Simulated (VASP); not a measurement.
Runs of VASP 6.6.1 on BAs. The structure is cubic, space group F-43m (No. 216). The conventional cell has a = 4.777 Å, b = 4.777 Å, c = 4.777 Å, α = 90.00°, β = 90.00°, γ = 90.00°. Around B (site symmetry -43m) lie 4 As at 2.07 Å. As (site symmetry -43m) has 4 B at 2.07 Å as nearest neighbours. 

```tsv
k mesh	cutoff (eV)	mesh quality	gap on the mesh (eV)	pressure (GPa)
8 × 8 × 8	350	not flagged	1.19	-
6 × 6 × 6	520	not flagged	1.27	3.5
8 × 8 × 8	520	not flagged	1.19	3.4
10 × 10 × 10	520	not flagged	1.18	3.4
8 × 8 × 8	600	not flagged	1.19	3.4
16 × 16 × 16	520	not flagged	1.19	3.4
4 × 4 × 4	520	coarse	1.41	(a)
8 × 8 × 8	400	not flagged	1.19	3.4
8 × 8 × 8	450	not flagged	1.19	3.4
12 × 12 × 12	520	not flagged	1.18	3.4
8 × 8 × 8	700	not flagged	1.19	3.4
```

Alike in all rows: task single point; level PBE; potentials or basis VASP PAW PBE potentials, release 64 (B, As); no spin polarisation; cell as given; smearing gaussian 0.02 eV.

Q: Estimate the missing entries.

A: (a) 4.0.

Caveats: some runs use coarse meshes; the cutoff is under 1.25 times the usual one of these potentials, so pressure, stress and relaxed cells hold a basis-set (Pulay) error (some runs).

A k mesh can miss the band edges, and the runs leave out spin-orbit coupling on As.
